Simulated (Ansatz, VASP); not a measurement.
# Cross-check of Al14Ge24O29 (amorphous Al2O3 against Ge(100), 5.9 A) between VASP and Ansatz

Aim: how closely do two programs agree when they are given the same cell, functional and k mesh? The cell is taken from a series of runs on this material, whose earlier steps may have relaxed, scaled, displaced or heated it; both programs get it as it stands.

Program: Ansatz 0.2.0. Level of theory: plane waves, with VASP 6.6.1 beside it; PBE. Results are calculated unless marked as measured.

## Step 1: The starting structure

The cell holds 134 atoms: 48 Ge, 28 Al and 58 O. Its edges and angles: a = 11.440 Å, b = 11.440 Å, c = 16.135 Å, α = 90.0°, β = 90.0°, γ = 90.0°. It derives from Ge (6 planes of diamond Ge(100)). A slab of 6 planes of diamond Ge(100) (starting lattice constant a = 5.72 A), 11.44 x 11.44 A in plane. 86 atoms (28 Al, 58 O) packed at random between the slab and its periodic image at 3.05 g/cm^3 (a layer of 7.0 A) and pushed apart as soft spheres. Langevin MD at fixed cell with the MACE-MP-0b2 small potential (Batatia et al., arXiv:2401.00096), steps of 1.5 fs: 0.63 ps at 3000 K with the crystal held, 3000 to 600 K in 1.8 ps with the crystal held, 600 to 300 K in 0.9 ps with its inner planes held; soft walls kept the melt out of the crystal while it was held. Then all atoms and the cell's height relaxed. The structure's axis is c.

## Step 2: VASP: single point, PBE

With cell and atoms fixed, the geometry can't cause a difference; cores, projectors, grids and the points listed under the comparison can.

Lines of VASP's logs that name or quote its potential files are left out, and so is its time.

The input, INCAR:

```
SYSTEM = Al14Ge24O29
PREC = Accurate
ENCUT = 520
EDIFF = 1E-06
NELM = 120
ISMEAR = -1
SIGMA = 0.025
LREAL = Auto
ALGO = Normal
GGA = PE
NBANDS = 645
LORBIT = 11
LWAVE = .FALSE.
LCHARG = .FALSE.
ISIF = 2
LASPH = .TRUE.
GGA_COMPAT = .FALSE.
```

The input, POSCAR:

```
Al14Ge24O29
1.0
   11.4400000000      0.0000000000      0.0000000000
    0.0000000000     11.4400000000      0.0000000000
    0.0000000000      0.0000000000     16.1350900000
Ge Al O
48 28 58
Direct
    0.0007500000      0.9995200000      0.2979800000
    0.1696800000      0.1331200000      0.0665800000
    0.0064600000      0.2525300000      0.1304400000
    0.1205200000      0.3723600000      0.2363400000
    0.2768600000      0.0123600000      0.1705000000
    0.3875100000      0.1282500000      0.2748600000
    0.2472600000      0.2676100000      0.3384400000
    0.3928700000      0.3312800000      0.0468000000
    0.0889900000      0.1393100000      0.3975300000
    0.9790600000      0.2281000000      0.5269300000
    0.1502400000      0.9250500000      0.4817600000
    0.3833500000      0.4038300000      0.4119300000
    0.9955100000      0.4990400000      0.3223400000
    0.1398900000      0.6038700000      0.0542300000
    0.0132400000      0.7474100000      0.1324900000
    0.1392200000      0.8663200000      0.2282700000
    0.2591000000      0.4791200000      0.1473200000
    0.3756100000      0.6206900000      0.2330900000
    0.2596700000      0.7486500000      0.3262400000
    0.3761200000      0.8976800000      0.0582500000
    0.1452600000      0.5977600000      0.4122900000
    0.0029800000      0.7191800000      0.5618400000
    0.2861800000      0.5267400000      0.5279200000
    0.3690400000      0.8631500000      0.4329400000
    0.5105600000      0.0019600000      0.3659500000
    0.5937000000      0.1285200000      0.0564400000
    0.5125400000      0.2403600000      0.1754800000
    0.6488100000      0.3840800000      0.2389800000
    0.7166900000      0.0092200000      0.1571200000
    0.8710900000      0.1330300000      0.2207000000
[... 98 atom lines left out ...]
    0.9796400000      0.3455300000      0.6062600000
    0.2510700000      0.6637400000      0.9871100000
    0.2542500000      0.0798600000      0.8455200000
    0.7968500000      0.5085300000      0.7563600000
    0.6227800000      0.8542900000      0.9374400000
    0.1440200000      0.0142100000      0.9991000000
```

The input, KPOINTS:

```
Automatic mesh
0
Gamma
1 1 1
0 0 0
```

The projector-augmented-wave data sets are Ge_d, Al and O (PBE family, release 64).

Run with:

```bash
export OMP_NUM_THREADS=3
mpirun -np 1 vasp_gam
```

Numbers of over 12 decimals in the logs are rounded to 6 here.

The log of the run:

```text
[banner, memory and clock lines left out]
running    1 mpi-ranks, on    1 nodes
[...]
Offloading initialized ...    1 GPUs detected
[...]
LDA part: xc-table for (Slater+PW92), standard interpolation
 POSCAR, INCAR and KPOINTS ok, starting setup
[...]
entering main loop
       N       E                     dE             d eps       ncg     rms          rms(c)
DAV:   1     0.345319199943E+05    0.34532E+05   -0.34644E+05  1402   0.451E+03
DAV:   2     0.751149514016E+04   -0.27020E+05   -0.25971E+05  1290   0.117E+03
DAV:   3     0.448626806426E+03   -0.70629E+04   -0.66222E+04  1354   0.375E+02
DAV:   4    -0.837164944243E+03   -0.12858E+04   -0.12308E+04  1527   0.163E+02
[...]
DAV:  20    -0.830131721654E+03   -0.15490E-04   -0.15566E-04  1660   0.321E-02    0.553E-03
DAV:  21    -0.830131724068E+03   -0.24146E-05   -0.15081E-05  1212   0.149E-02    0.369E-03
DAV:  22    -0.830131724466E+03   -0.39782E-06   -0.45168E-06  1084   0.117E-02
   1 F= -.83013172E+03 E0= -.83010542E+03  d E =-.526031E-01
```

Parts of OUTCAR (step 2):

```text
  FREE ENERGIE OF THE ION-ELECTRON SYSTEM (eV)
  ---------------------------------------------------
  free  energy   TOTEN  =      -830.1317244662 eV

  energy  without entropy=     -830.0791214142  energy(sigma->0) =     -830.10542294

[... 1 further part left out ...]
```

The run ends at a pressure of -0.10 GPa, with forces up to 1.4 eV/Å.

## Step 3: Ansatz: single point, PBE

Ansatz runs on its default PAW (the set named soft_2) files.

The same cell, functional, mesh and smearing now go to Ansatz, which takes its cutoff from its data sets.

The input, input.yaml:

```yaml
crystal:
  lattice:
    - [11.44, 0.0, 0.0]
    - [0.0, 11.44, 0.0]
    - [0.0, 0.0, 16.13509]
  atoms:
    - { symbol: Ge, position: [0.00075, 0.99952, 0.29798] }
    - { symbol: Ge, position: [0.16968, 0.13312, 0.06658] }
    - { symbol: Ge, position: [0.00646, 0.25253, 0.13044] }
    - { symbol: Ge, position: [0.12052, 0.37236, 0.23634] }
    - { symbol: Ge, position: [0.27686, 0.01236, 0.1705] }
    - { symbol: Ge, position: [0.38751, 0.12825, 0.27486] }
    - { symbol: Ge, position: [0.24726, 0.26761, 0.33844] }
    - { symbol: Ge, position: [0.39287, 0.33128, 0.0468] }
    - { symbol: Ge, position: [0.08899, 0.13931, 0.39753] }
    - { symbol: Ge, position: [0.97906, 0.2281, 0.52693] }
    - { symbol: Ge, position: [0.15024, 0.92505, 0.48176] }
    - { symbol: Ge, position: [0.38335, 0.40383, 0.41193] }
    - { symbol: Ge, position: [0.99551, 0.49904, 0.32234] }
    - { symbol: Ge, position: [0.13989, 0.60387, 0.05423] }
    - { symbol: Ge, position: [0.01324, 0.74741, 0.13249] }
    - { symbol: Ge, position: [0.13922, 0.86632, 0.22827] }
    - { symbol: Ge, position: [0.2591, 0.47912, 0.14732] }
    - { symbol: Ge, position: [0.37561, 0.62069, 0.23309] }
    - { symbol: Ge, position: [0.25967, 0.74865, 0.32624] }
    - { symbol: Ge, position: [0.37612, 0.89768, 0.05825] }
    - { symbol: Ge, position: [0.14526, 0.59776, 0.41229] }
    - { symbol: Ge, position: [0.00298, 0.71918, 0.56184] }
    - { symbol: Ge, position: [0.28618, 0.52674, 0.52792] }
    - { symbol: Ge, position: [0.36904, 0.86315, 0.43294] }
    - { symbol: Ge, position: [0.51056, 0.00196, 0.36595] }
    - { symbol: Ge, position: [0.5937, 0.12852, 0.05644] }
    - { symbol: Ge, position: [0.51254, 0.24036, 0.17548] }
    - { symbol: Ge, position: [0.64881, 0.38408, 0.23898] }
    - { symbol: Ge, position: [0.71669, 0.00922, 0.15712] }
    - { symbol: Ge, position: [0.87109, 0.13303, 0.2207] }
[... 98 atom lines left out ...]
    - { symbol: O, position: [0.97964, 0.34553, 0.60626] }
    - { symbol: O, position: [0.25107, 0.66374, 0.98711] }
    - { symbol: O, position: [0.25425, 0.07986, 0.84552] }
    - { symbol: O, position: [0.79685, 0.50853, 0.75636] }
    - { symbol: O, position: [0.62278, 0.85429, 0.93744] }
    - { symbol: O, position: [0.14402, 0.01421, 0.9991] }
kpoints:
  mp_grid: { grid: [1, 1, 1] }
hamiltonian:
  xc: pbe
scf:
  occupations: { method: fermi_dirac, width: 0.025 }
output:
  forces: true
```

Run with:

```bash
ansatz run input.yaml --threads 4 --pin off --max-ram 15872MiB --backend cpu --events-out ev --progress --plain --runs-dir out
```

The log of the run:

```text
Engine: ansatz 0.2.0, aarch64-unknown-linux-gnu
Pseudopotentials: kind: paw
Pseudopotential: Ge, paw, valence charge 14, recommended cutoff 420 eV (normal), Ge.paw.azcp
Pseudopotential: Al, paw, valence charge 3, recommended cutoff 420 eV (normal), Al.paw.azcp
Pseudopotential: O, paw, valence charge 6, recommended cutoff 420 eV (normal), O.paw.azcp
Functional definition: PBE
  parameter kappa = 0.804
  parameter beta = 0.066725
  exchange = pbe_x(kappa = kappa, mu = beta*pi^2/3)
  correlation = pbe_c(beta = beta)
Crystal: 134 atoms, lattice volume = 2111.657 Å³
Basis set: ecut = 420 eV, 41181 PW (Γ), exchange–correlation on 160×160×216 points (8 copies of the dense FFT grid, shifted against one another)
Bands: 686, of which v1, the nominal top of the filled ones, is band 552 counted from 1 (551 counted from 0)
Symmetry: 1 space group operations
Space group: P1 (ITA 1), of the structure as read, at distance tolerance 1.3e-4 Å
k-points: 1
Non-local potential: Ge, projectors of the file, l = 0: 2, l = 1: 2, l = 2: 3, l = 3: 1
Non-local potential: Al, projectors of the file, l = 0: 2, l = 1: 2, l = 2: 1
Non-local potential: O, projectors of the file, l = 0: 2, l = 1: 2, l = 2: 1
PAW form: soft (Blöchl's): semilocal exchange-correlation on the pseudo side does not see the compensation charge
PAW one-centre angular grid: Ge, 590 points (default); XC on 64 Gauss nodes
PAW one-centre angular grid: Al, 110 points (default); XC on 64 Gauss nodes
PAW one-centre angular grid: O, 110 points (default); XC on 64 Gauss nodes
Initial density: superposition of atomic densities (neutral atoms: chi_scale 0, normalization atom), corrected by the library's trained network
Initial wavefunctions: pseudopotential atomic-orbital guess
Functional: x = pbe(κ = 0.804, μ = 0.219515), c = pbe(β = 0.066725)
SCF iter   1: F=—  HF=-254195.887783 eV  |F-HF|=—  |Δ(HF+E_count)|=         —  Δρ=4.37e-3  dr2=1.29e0  ethr=1.77e-3  ⟨swp⟩=6.0  Hψ=2665  notcnv=0  defer=29
preconditioner: auto → LDOS  [insulator: Δε(μ)=0.132 eV  Ē_g=19.399 eV  σ=0.025 eV  W_gap=0.87  n_scr=512 (ndim 8)  ℏωp=26.8 eV  f_vac=0.072  D(μ)=10.60/eV (n_scr^D=36)  ε∞_Penn≈2.9  β→1.0]
SCF iter   2: F=—  HF=-254195.889597 eV  |F-HF|=—  |Δ(HF+E_count)|=   1.81e-3  Δρ=4.62e-3  dr2=1.02e0  ethr=1.16e-4  ⟨swp⟩=3.0  Hψ=1060  notcnv=0  defer=124
SCF iter   3: F=—  HF=-254195.715837 eV  |F-HF|=—  |Δ(HF+E_count)|=   1.74e-1  Δρ=1.81e-3  dr2=1.11e-1  ethr=9.20e-5  ⟨swp⟩=3.0  Hψ=880  notcnv=0  defer=78
automatic band count: iteration 3 solves 640 bands in place of 686: the levels show a gap, and the empty bands left out lie too high to hold charge; the band table lists the bands solved (type scf.n_extra_bands for more)
SCF iter   4: F=—  HF=-254195.700208 eV  |F-HF|=—  |Δ(HF+E_count)|=   1.56e-2  Δρ=6.60e-4  dr2=2.07e-2  ethr=1.00e-5  ⟨swp⟩=2.0  Hψ=985  notcnv=0  defer=78
SCF iter   5: F=—  HF=-254195.698464 eV  |F-HF|=—  |Δ(HF+E_count)|=   1.74e-3  Δρ=3.38e-4  dr2=4.87e-3  ethr=1.88e-6  ⟨swp⟩=2.0  Hψ=828  notcnv=0  defer=78
SCF iter   6: F=—  HF=-254195.698095 eV  |F-HF|=—  |Δ(HF+E_count)|=   3.69e-4  Δρ=2.04e-4  dr2=1.56e-3  ethr=4.41e-7  ⟨swp⟩=2.0  Hψ=820  notcnv=0  defer=78
SCF iter   7: F=—  HF=-254195.697930 eV  |F-HF|=—  |Δ(HF+E_count)|=   1.65e-4  Δρ=9.91e-5  dr2=4.05e-4  ethr=1.41e-7  ⟨swp⟩=2.0  Hψ=846  notcnv=0  defer=78
SCF iter   8: F=—  HF=-254195.697878 eV  |F-HF|=—  |Δ(HF+E_count)|=   5.22e-5  Δρ=5.10e-5  dr2=8.89e-5  ethr=3.67e-8  ⟨swp⟩=2.0  Hψ=819  notcnv=0  defer=78
SCF iter   9: F=—  HF=-254195.698834 eV  |F-HF|=—  |Δ(HF+E_count)|=   9.56e-4  Δρ=2.86e-5  dr2=2.06e-5  ethr=8.05e-9  ⟨swp⟩=2.0  Hψ=875  notcnv=0  defer=78
SCF iter  10: F=—  HF=-254195.698834 eV  |F-HF|=—  |Δ(HF+E_count)|=   1.96e-7  Δρ=1.21e-5  dr2=3.65e-6  ethr=1.86e-9  ⟨swp⟩=2.0  Hψ=866  notcnv=0  defer=78
SCF iter  11: F=—  HF=-254195.698835 eV  |F-HF|=—  |Δ(HF+E_count)|=   4.63e-7  Δρ=5.38e-6  dr2=6.94e-7  ethr=3.31e-10  ⟨swp⟩=2.0  Hψ=846  notcnv=0  defer=78
SCF iter  12: F=—  HF=-254195.698835 eV  |F-HF|=—  |Δ(HF+E_count)|=   9.50e-8  Δρ=2.35e-6  dr2=1.36e-7  ethr=6.29e-11  ⟨swp⟩=2.0  Hψ=846  notcnv=0  defer=78
SCF iter  13: F=-254195.698835 eV  HF=-254195.698835 eV  |F-HF|=1.37e-8  |Δ(HF+E_count)|=   1.40e-8  Δρ=1.08e-6  dr2=3.29e-8  ethr=9.06e-12  ⟨swp⟩=3.0  Hψ=1509  notcnv=0
SCF 1 converged in 13 iterations: F = -254195.698835 eV  dr2 = 3.29e-8
  greatest PAW one-centre occupation: 0.999 electrons in one spin orbital (limit 2), on the Ge atom at site 22 (counted from 0), in its partial waves of l = 2
SCF converged after 13 iterations
Free energy (F): -254195.698835 eV
Harris-Foulkes:  -254195.698835 eV  (|F-HF|=1.37e-8)
Internal energy: -254195.646763 eV  (E = F + TS)
E sigma→0 (E₀):  -254195.672799 eV
Entropy (-TS):   -0.052072 eV (-0.389 meV/atom)
Fermi energy:    6.986613 eV
--- Per-component energies (eV) ---
  E_band       = -8918.628019
  E_kinetic    = 16270.496838
  E_local      = -162699.144984  (includes V_loc(G=0)·N_el)
  E_nonlocal   = 23095.537609
  E_hartree    = 70462.166770
  E_xc         = -9035.639244
  E_vxc        = -9390.848350  (∫ρ·V_xc dr)
  E_paw        = -119179.545311  (= ΣΔE_a)
  E_vpaw       = -17119.164670  (= ΣTr[D̂ρ^β])
  E_aug_tail   = 0.159023  (compensation charges beyond the density's cutoff)
  E_ewald      = -73109.677464
  E_smearing   = -0.052072  (= −TS)
  E_closure    = -0.000000  (closes the sum)
  Σ components = -254195.698835   (vs F -254195.698835, Δ=0.00e0)
--- Forces (eV/Å), atoms counted from 1 ---
  atom   1  Ge     0.03250677    -0.11351514     0.24242842
  atom   2  Ge     0.28165367    -0.30501466    -0.10113593
  atom   3  Ge    -0.09973842     0.28848339    -0.04490540
  atom   4  Ge     0.19808982    -0.44084508    -0.37090792
  atom   5  Ge    -0.43184198     0.02435488    -0.02215834
  atom   6  Ge     0.23333226    -0.04458725    -0.30147984
  atom   7  Ge    -0.17187929    -0.28968435     0.02707992
  atom   8  Ge     0.04764930    -0.23414751    -0.37908773
  atom   9  Ge     0.37041522    -0.70970458     0.08224670
  atom  10  Ge     0.12713120    -0.03219703     0.77506050
  atom  11  Ge    -0.72848131    -0.30499511     0.05806701
  atom  12  Ge     0.23479867     0.11066106    -0.10648142
  atom  13  Ge     0.04854471     0.17505921     0.26280011
  atom  14  Ge     0.26973421    -0.41329877    -0.52652235
  atom  15  Ge    -0.40690907     0.45856406    -0.30078182
  atom  16  Ge     0.14948077     0.12382465    -0.42371320
  atom  17  Ge     0.16624077     0.19367328     0.20554613
  atom  18  Ge     0.06449572    -0.37871092    -0.27036948
  atom  19  Ge    -0.10804303     0.10169551     0.53682459
  atom  20  Ge     0.06894142     0.38776486    -0.15348670
  atom  21  Ge    -0.36087696     0.04258468     0.33744692
  atom  22  Ge    -0.31326603     0.01068758     0.31567706
  atom  23  Ge     0.29752631    -0.20583380     0.59123336
  atom  24  Ge    -0.19699582     0.43336777     0.09710140
[...]
atom 127  O     -0.15601093     0.11755598    -0.49720269
  atom 128  O     -0.06563773     0.30496098    -0.05968455
  atom 129  O      0.11864267     0.04043227    -0.24088849
  atom 130  O     -0.18894124     0.00258068     0.11978530
  atom 131  O     -0.01953511    -0.00009467     0.19441112
  atom 132  O     -0.06210827     0.07311868    -0.01515979
  atom 133  O      0.23366215    -0.28879130     0.58918174
  atom 134  O     -0.09012479     0.13602640     0.23911400
  max |Σ_I F_I| component: 9.85e-5 eV/Å
```

Reading the cycles: dr2 is the Hartree energy of the density residual (eV), the measure of convergence; HF is the Harris–Foulkes estimate of the energy, which meets the free energy F at convergence.

## Step 4: Comparison

Known differences besides the potentials themselves: the cutoff is 420 eV in Ansatz and 520 eV in VASP (PREC = Accurate, projectors in real space). Total energies have different zeros and are not compared.

Compared:

```
              quantity  Ansatz   VASP  difference
gap on the k mesh (eV)   0.082  0.081      +0.001
```

Forces on 9 of the 134 atoms, those with the largest forces and the largest differences (eV/Å; atoms numbered as in POSCAR):

```
atom          Ansatz x, y, z            VASP x, y, z
Ge22    -0.313, 0.011, 0.316    -0.374, 0.027, 0.305
Ge23    0.298, -0.206, 0.591    0.302, -0.201, 0.532
Ge26  -0.084, -0.556, -1.033  -0.084, -0.557, -0.996
Ge32   0.396, -0.658, -1.236   0.387, -0.655, -1.207
Ge34    0.054, -0.609, 1.263    0.054, -0.599, 1.232
Ge35    0.502, -0.737, 0.315    0.463, -0.767, 0.280
Ge44   -0.504, 0.179, -0.922   -0.479, 0.158, -0.873
Ge46   -0.506, -0.400, 0.638   -0.493, -0.377, 0.642
O110   -0.545, 0.251, -0.721   -0.533, 0.247, -0.684
```

The forces differ by 12 meV/Å r.m.s., which is 4.6 % of the r.m.s. force of 0.270 eV/Å (both taken over all components). A gap on the mesh is an upper bound, since the band edges may lie between its points.

## Step 5: Results

| Property | Result |
| --- | --- |
| r.m.s. force difference (single point, PBE) | 4.6 % of the r.m.s. force |

The r.m.s. force difference is 4.6 % of the r.m.s. force (single point, PBE), beyond the 3 % picked in this series as the mark of a large difference. What causes the difference of the single point, PBE pair stays open here. How closely two codes agree says nothing of how well the functional describes the real material.

[Lines on the potential files, build, host, timing and source positions are cut from VASP's logs without a mark.]

[Logs are printed without paths, hosts, clocks, repeated set-up lines and the standing remarks that a program may print on its own settings, such as how far it seeks lower states.]

[Hosts, paths, dates, database ids (printed as entryN), source tags and the programs' standing remarks are cut or masked in the printed files.]
